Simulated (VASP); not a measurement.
Cl3In, in a box:

```
Cl In
1.0
    11.00000    0.00000    0.00000
     0.00000   13.00000    0.00000
     0.00000    0.00000   13.00000
Cl In
3 1
Direct
  0.47165 0.56353 0.64980
  0.58245 0.37071 0.43219
  0.41991 0.63252 0.35543
  0.49140 0.52228 0.47912
```

Program: VASP 6.6.1. Alike in all runs: potentials or basis VASP PAW PBE potentials, release 64 (Cl, In_d); no spin polarisation; cell as given; k mesh 1 × 1 × 1; cutoff (eV) 520; smearing gaussian 0.01 eV.

Order these runs on this cell by their band gap on the k mesh, lowest first.
A. level PBE
B. level vdW-DF2
C. level r2SCAN

B (4.05 eV), A (4.27 eV), C (4.86 eV).

Caveats: spin-orbit coupling is left out, which moves the levels of the heavy elements.

